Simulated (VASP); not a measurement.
Crystal: BN.

```
CELL_PARAMETERS angstrom
2.49824 0.00000 0.00000
-1.24912 2.16354 0.00000
0.00000 0.00000 6.63570
ATOMIC_POSITIONS crystal
B 0.33333 0.66667 0.25000
B 0.66667 0.33333 0.75000
N 0.33333 0.66667 0.75000
N 0.66667 0.33333 0.25000
```

```yaml
Program: VASP 6.6.1
Task: relaxation of cell and atoms
Functional: PBE
Dispersion: D3(BJ)
Potentials_or_basis: VASP PAW PBE potentials, release 64 (B, N)
Cutoff: 520 eV
k_mesh: 3 × 3 × 1
Occupations: gaussian, width 0.02 eV
Spin: no spin polarisation
```

At the start: pressure 3.0 GPa; volume 8.97 Å³/atom.

**Question.** Where does the relaxation end?

**Answer.** Over 7 steps the energy falls by 4.2 meV/atom and the volume is 9.61 Å³/atom (+7.2 %); space group P6_3/mmc (No. 194, to 0.05 Å).

Step by step:
```tsv
step	energy change (eV)	largest force (eV/Å)	pressure (GPa)	volume (Å³)
1	0.0000	0.0000	2.98	35.87
2	0.0042	0.0000	-3.65	36.74
3	-0.0033	0.0000	0.26	36.21
4	-0.0056	0.0000	0.23	36.40
5	-0.0111	0.0000	0.16	36.98
6	-0.0164	0.0000	0.05	38.13
7	-0.0167	0.0000	0.01	38.45
```

Final structure:
```
B N
1.0
     2.50613    0.00000    0.00000
    -1.25307    2.17037    0.00000
     0.00000    0.00000    7.06888
B N
2 2
Direct
  0.33333 0.66667 0.25000
  0.66667 0.33333 0.75000
  0.33333 0.66667 0.75000
  0.66667 0.33333 0.25000
```

Caveat: the k mesh is coarse (spacing up to 0.97 Å⁻¹), so the values aren't converged.
